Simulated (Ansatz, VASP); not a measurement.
# TiW3C4 in VASP and in Ansatz

```
Ti W C
1.0
    -2.18219    2.18219    4.35056
     2.18219   -2.18219    4.35056
     2.18219    2.18219   -4.35056
Ti W C
1 3 4
Direct
  0.00000 0.00000 0.00000
  0.25000 0.75000 0.50000
  0.75000 0.25000 0.50000
  0.50000 0.50000 0.00000
  0.00000 0.50000 0.50000
  0.75383 0.75383 0.00000
  0.50000 0.00000 0.50000
  0.24617 0.24617 0.00000
```

Alike in both runs: functional PBE; k mesh 6 × 6 × 6; occupations gaussian, width 0.1 eV; no spin polarisation.

Ansatz relaxed the structure, and its values are those at the end. VASP's run is a single point on that final structure, the one shown.

|  | VASP | Ansatz |
| --- | --- | --- |
| version | VASP 6.6.1 | Ansatz 0.2.0 |
| potentials or method | VASP PAW PBE potentials, release 64 (Ti_sv, W_sv, C) | scalar-relativistic, plane waves, PAW |
| plane-wave cutoff (eV) | 520 | 420 |
| valence electrons in the cell | 70 | 70 |

|  | VASP | Ansatz | Ansatz less VASP |
| --- | --- | --- | --- |
| gap on the k mesh at the Fermi level (eV) | none | none | - |
| pressure (GPa) | 0.4 | -0.3 | -0.73 |
| rms of the force components (eV/Å) | 0.006 | 0.008 | +0.0022 |

A gap of «none» marks a metal or a gap that the smearing closes.

Spin-orbit coupling is left out, which matters for the levels of W.
